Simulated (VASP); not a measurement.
Data:

```yaml
crystal:
  lattice:
    - [0.00000, 3.28858, 3.28858]
    - [3.28858, 0.00000, 3.28858]
    - [3.28858, 3.28858, 0.00000]
  atoms:
    - { symbol: Ag, position: [0.00000, 0.00000, 0.00000] }
    - { symbol: I, position: [0.25000, 0.25000, 0.25000] }
```

Level of theory: optB88-vdW, VASP's PBE PAW potentials (set 64) (plane waves; VASP). Settings: 520 eV cut-off, Gaussian smearing of 0.050 eV, potentials Ag I.

Unless said otherwise, spin-orbit coupling is left out, though it shifts the bands of the heavy elements here.

Question: What does the run give for the band gap (along the path) with the smallest direct gap where there is one?

Answer: 
```
Quantity                                Value
------------------------------------  -------
band gap (along the path)             1.22 eV
smallest direct gap (along the path)  1.22 eV
```

Total energies compare only between runs with the same potentials, cut-off and functional.

The compound is AgI in the zinc blende structure, whereas wurtzite is the usual form. It was relaxed first.
